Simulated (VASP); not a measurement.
# What goes wrong when CrO2 is relaxed with a bad input, part 3 of 3

Aim: see how common mistakes in a VASP relaxation show up, on CrO2. The starting structure is a measured crystal structure from the Crystallography Open Database. The first relaxation on each setting starts from this cell expanded by 3 % in volume.

VASP 6.6.1.

Results so far: reference 9.29 Å³ an atom; low precision and a small cutoff 8.37 Å³ an atom; the cell held fixed (ISIF = 2) 9.79 Å³ an atom; a leftover external pressure of 100 kbar 8.95 Å³ an atom.

## (7) Relaxation with spin polarisation switched off

Level of this step: PBEsol, no spin polarisation; plane waves and PAW (Cr_pv, O) (VASP).

A slip made on purpose: spin polarisation switched off. Against step 2 the input has no ISPIN and no MAGMOM (also changed: NBANDS and LMAXMIX). This run starts from the cell of an earlier relaxation, which isn't shown; the restart sets up the plane waves anew.

INCAR

```
SYSTEM = CrO2
PREC = Accurate
ENCUT = 520
EDIFF = 1E-06
NELM = 100
ISMEAR = 0
SIGMA = 0.05
LREAL = .FALSE.
ALGO = Normal
GGA = PS
NBANDS = 30
LASPH = .TRUE.
LORBIT = 11
LWAVE = .FALSE.
LCHARG = .FALSE.
KPAR = 8
IBRION = 2
NSW = 50
ISIF = 3
EDIFFG = -0.006
```

POSCAR

```
CrO2
1.0
    4.4977851290      0.0000000000      0.0000000000
    0.0000000000      4.4977851290      0.0000000000
    0.0000000000      0.0000000000      2.6491995770
Cr O
2 4
Direct
    0.5000000000      0.5000000000      0.5000000000
    0.0000000000      0.0000000000      0.0000000000
    0.7911211290      0.2088788710      0.5000000000
    0.7088788710      0.7088788710      0.0000000000
    0.2088788710      0.7911211290      0.5000000000
    0.2911211290      0.2911211290      0.0000000000
```

KPOINTS

```
Automatic mesh
0
Gamma
6 6 10
0 0 0
```

PAW data sets: Cr_pv and O (PBE family, release 64).

On the command line:

```bash
$ mpirun -np 8 vasp_std
```

Log:

```text
[... set-up lines as in an earlier step ...]
 entering main loop
       N       E                     dE             d eps       ncg     rms          rms(c)
DAV:   1     0.614313918873E+03    0.61431E+03   -0.26664E+04  3600   0.182E+03
DAV:   2     0.463610543960E+01   -0.60968E+03   -0.57120E+03  3908   0.531E+02
DAV:   3    -0.664258741407E+02   -0.71062E+02   -0.69156E+02  4390   0.176E+02
DAV:   4    -0.680924608006E+02   -0.16666E+01   -0.16392E+01  4208   0.281E+01
[...]
DAV:  15    -0.524241795048E+02    0.30937E-05   -0.14748E-05  4632   0.231E-02    0.130E-02
DAV:  16    -0.524241775091E+02    0.19957E-05   -0.76229E-06  3710   0.306E-02    0.306E-03
DAV:  17    -0.524241775124E+02   -0.32596E-08   -0.41949E-07  2136   0.540E-03
   1 F= -.52424178E+02 E0= -.52419626E+02  d E =-.524242E+02
[...]
N       E                     dE             d eps       ncg     rms          rms(c)
DAV:   1    -0.524245441693E+02   -0.36666E-03   -0.92857E-03  3630   0.103E+00    0.183E-01
DAV:   2    -0.524244034244E+02    0.14074E-03   -0.22419E-03  3862   0.545E-01    0.129E-01
DAV:   3    -0.524242047553E+02    0.19867E-03   -0.95600E-04  4314   0.326E-01    0.642E-02
DAV:   4    -0.524241752839E+02    0.29471E-04   -0.18084E-04  3692   0.124E-01    0.116E-02
DAV:   5    -0.524241730402E+02    0.22437E-05   -0.11557E-05  4052   0.243E-02    0.509E-03
DAV:   6    -0.524241724158E+02    0.62443E-06   -0.55783E-07  1944   0.579E-03
   2 F= -.52424172E+02 E0= -.52419609E+02  d E =0.509658E-05
 trial-energy change:    0.000005  1 .order   -0.000000   -0.000039    0.000039
 step:   0.4056(harm=  0.5004)  dis= 0.00004  next Energy=   -52.424185 (dE=-0.760E-05)
[...]
N       E                     dE             d eps       ncg     rms          rms(c)
DAV:   1    -0.524243166176E+02   -0.14358E-03   -0.33185E-03  3636   0.613E-01    0.109E-01
DAV:   2    -0.524242656241E+02    0.50993E-04   -0.79090E-04  3812   0.324E-01    0.766E-02
DAV:   3    -0.524241958907E+02    0.69733E-04   -0.34052E-04  4332   0.195E-01    0.388E-02
DAV:   4    -0.524241857356E+02    0.10155E-04   -0.64952E-05  3674   0.749E-02    0.693E-03
DAV:   5    -0.524241851942E+02    0.54142E-06   -0.41456E-06  3354   0.146E-02
   3 F= -.52424185E+02 E0= -.52419628E+02  d E =-.768183E-05
[...]
reached required accuracy - stopping structural energy minimisation
```

Run time: 34 s. Hardware: 8 MPI ranks of AMD EPYC 7R43, shared host; peak memory 1.7 GiB.

From OUTCAR (step 7):

```text
  Total       -0.0067582     -0.0067582      0.0099296     -0.0000000      0.0000000      0.0000000
  in kB       -0.2019630     -0.2019630      0.2967369     -0.0000000      0.0000000      0.0000000
  external PRESSURE =      -0.0357297 kB  Pullay stress =       0.0000000 kB

 POSITION                                       TOTAL-FORCE (eV/Angst)
 -----------------------------------------------------------------------------------
      2.24911      2.24911      1.32483         0.000000      0.000000     -0.000000
      0.00000      0.00000      0.00000         0.000000      0.000000     -0.000000
      3.55868      0.93954      1.32483         0.002982     -0.002982     -0.000000
      3.18866      3.18866      0.00000        -0.002982     -0.002982      0.000000
      0.93954      3.55868      1.32483        -0.002982      0.002982     -0.000000
      1.30957      1.30957      0.00000         0.002982      0.002982     -0.000000
 -----------------------------------------------------------------------------------
    total drift:                                0.000000      0.000000      0.000000

  FREE ENERGIE OF THE ION-ELECTRON SYSTEM (eV)
  ---------------------------------------------------
  free  energy   TOTEN  =       -52.4241851942 eV

  energy  without entropy=      -52.4150717843  energy(sigma->0) =      -52.41962849

[... 1 part as in an earlier step ...]

[... 3 further parts left out ...]
[key lines of the parts left out:]
E-fermi :   6.5226
```

With spin polarisation switched off the cell ends at 8.936 Å³ an atom, -3.80 % from the reference, with the moments of the reference lost, a by +1.9 % and c by -7.3 %.

## (8) All runs side by side

| run | ended | volume (Å³/atom) | change (%) | pressure left (GPa) | core minutes |
| --- | --- | --- | --- | --- | --- |
| reference | converged | 9.289 | - | 0.06 | 49.5 |
| too few ionic steps | not converged | - | - | - | 9.47 |
| low precision and a small cutoff | converged | 8.367 | -9.92 | 0.03 | 16.9 |
| the cell held fixed (ISIF = 2) | converged | 9.787 | 5.37 | -12.02 | 10.9 |
| a leftover external pressure of 100 kbar | converged | 8.949 | -3.65 | 10.0 | 31.9 |
| spin polarisation switched off | converged | 8.936 | -3.8 | 0.0 | 22.0 |

Core minutes are wall time times ranks, summed over the relaxations behind a row (those for a bulk modulus apart), on shared hosts.

## (9) Results

```json
{
  "volume of the reference": "9.289 Å³/atom",
  "volume against the reference, low precision and a small cutoff": "-9.92 %",
  "volume against the reference, the cell held fixed (ISIF = 2)": "+5.37 %",
  "volume against the reference, a leftover external pressure of 100 kbar": "-3.65 %",
  "volume against the reference, spin polarisation switched off": "-3.80 %",
  "run with too few ionic steps": "not converged"
}
```

The run with too few ionic steps didn't converge. Finished, but with signs in the output that stand out against the reference: low precision and a small cutoff, with the volume changed by -9.9 %, with the moments of the reference lost, a by -1.4 % and c by -7.4 % (signs: a largest site moment of 0.00 μB against 1.74 μB, -50.2 GPa at the first ionic step (of the first relaxations, not shown; reference: -13.4 GPa) and an energy that rises by up to 1.5 eV an atom on the way); the cell held fixed (ISIF = 2), with the volume kept at the input's, +5.4 % from the reference (signs: a stress of up to 16.6 GPa); a leftover external pressure of 100 kbar, with the volume changed by -3.7 % (signs: the Pulay stress that OUTCAR prints, which here is the typed pressure); spin polarisation switched off, with the volume changed by -3.8 %, with the moments of the reference lost, a by +1.9 % and c by -7.3 % (signs: no moments, where the reference has up to 1.74 μB and -19.7 GPa at the first ionic step (of the first relaxations, not shown; reference: -13.4 GPa)). The reference was restarted once and some of the runs with a slip weren't, so their cells may not have settled fully. Another magnetic start on this crystal ends lower by 53 meV an atom at this level, with moments of up to 2.1 μB and 4.0 μB a cell; so the state that PBEsol gives here is not the lowest. Further runs on this material are not shown.

[Lines on the potential files, build, host, timing and source positions are cut from VASP's logs without a mark.]

[Logs are printed without paths, hosts, clocks, repeated set-up lines and the standing remarks that a program may print on its own settings, such as how far it seeks lower states.]

[Hosts, paths, dates, database ids (printed as entryN), source tags and the programs' standing remarks are cut or masked in the printed files.]
